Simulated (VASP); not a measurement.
OSZICAR of a VASP run on Se (relaxed from the beta-Sn structure, space group I4_1/amd):

### OSZICAR
```
       N       E                     dE             d eps       ncg     rms          rms(c)
DAV:   1     0.141888725935E+02    0.14189E+02   -0.47594E+03  3928   0.855E+02
DAV:   2    -0.285023929499E+02   -0.42691E+02   -0.41270E+02  6220   0.140E+02
DAV:   3    -0.301543971405E+02   -0.16520E+01   -0.16287E+01  4636   0.298E+01
DAV:   4    -0.301647936182E+02   -0.10396E-01   -0.10387E-01  4554   0.261E+00
DAV:   5    -0.301648683242E+02   -0.74706E-04   -0.74698E-04  4546   0.191E-01    0.504E+00
DAV:   6    -0.273630253483E+02    0.28018E+01   -0.19806E-01  4126   0.473E+00    0.361E+00
DAV:   7    -0.268429293025E+02    0.52010E+00   -0.79071E-01  4020   0.662E+00    0.249E+00
DAV:   8    -0.275088213761E+02   -0.66589E+00   -0.20914E-01  4060   0.376E+00    0.825E-01
DAV:   9    -0.276144141762E+02   -0.10559E+00   -0.60677E-02  4326   0.191E+00    0.266E-01
DAV:  10    -0.276237068568E+02   -0.92927E-02   -0.34604E-02  4234   0.200E+00    0.217E-01
DAV:  11    -0.276298292300E+02   -0.61224E-02   -0.12725E-03  4266   0.384E-01    0.143E-01
DAV:  12    -0.276349287463E+02   -0.50995E-02   -0.16873E-03  4014   0.380E-01    0.876E-02
DAV:  13    -0.276371134326E+02   -0.21847E-02   -0.10829E-03  4198   0.404E-01    0.229E-02
DAV:  14    -0.276373450677E+02   -0.23164E-03   -0.51660E-05  4366   0.898E-02    0.176E-02
DAV:  15    -0.276373464747E+02   -0.14070E-05   -0.34343E-06  4454   0.166E-02    0.673E-03
DAV:  16    -0.276373617511E+02   -0.15276E-04   -0.54012E-06  4250   0.280E-02    0.224E-03
DAV:  17    -0.276373614026E+02    0.34852E-06   -0.10310E-06  2496   0.103E-02
   1 F= -.27637361E+02 E0= -.27637480E+02  d E =-.276374E+02
```

Q: Which electronic solver shows in the log?

A: It is blocked Davidson (ALGO = Normal, or the opening steps of other solvers). The INCAR had ALGO = Normal.

Q: Can the final energy be trusted as converged?

A: Self-consistency was reached. It stopped with EDIFF = 1E-6, NELM = 100, NSW = 60 and EDIFFG = -0.01 after 1 ionic step (r2SCAN meta-GGA, plane waves, VASP's PBE PAW potentials (set 64)).

The structure was generated: Se was put into the beta-Sn type (I4_1/amd), which need not be its known phase. It was relaxed first. The start is the result of an earlier pass.
